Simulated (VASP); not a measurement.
Computed with PBE GGA, VASP's PBE PAW potentials (set 64) (plane waves; VASP 6.6.1).

A VASP calculation is set up with these files.

POSCAR:
```
MgB2
1
    1.5759000000    -2.7295380000     0.0000000000
    1.5759000000     2.7295380000     0.0000000000
    0.0000000000     0.0000000000     3.5904000000
Mg B
1 2
Direct
  0.0000000000   0.0000000000   0.0000000000
  0.3333330000   0.6666670000   0.5000000000
  0.6666670000   0.3333330000   0.5000000000
```

### KPOINTS
```
Automatic
0
gamma
  10 10 8
0 0 0
```

**INCAR**
```
SYSTEM=MgB2
PREC=Accurate; ENCUT=520; LREAL=.FALSE.
LASPH=.TRUE.; NELECT=8.1
EDIFF=1E-6; NELM=100; ALGO=Normal
ISMEAR=0; SIGMA=0.05
GGA=PE
ISIF=2
LWAVE=.FALSE.; LCHARG=.FALSE.
```

POTCAR, in this order: Mg B (PBE.64 set). Program: vasp_std.

Q: What will the output report for the number of irreducible k-points (NKPTS), number of bands (NBANDS), largest plane-wave count, number of space-group operations, FFT grid (NGX, NGY, NGZ)?

A: 
```
Quantity                                       Value
--------------------------------------  ------------
number of irreducible k-points (NKPTS)            70
number of bands (NBANDS)                           8
largest plane-wave count                         848
number of space-group operations                  24
FFT grid (NGX, NGY, NGZ)                24 × 24 × 28
```

The compound is MgB2 in the AlB2 type structure. The cell was not relaxed at this level. The run is one of a series of settings (ISMEAR = 0, NELECT = 8.1, SIGMA = 0.05 against the base run), some of them coarse on purpose.
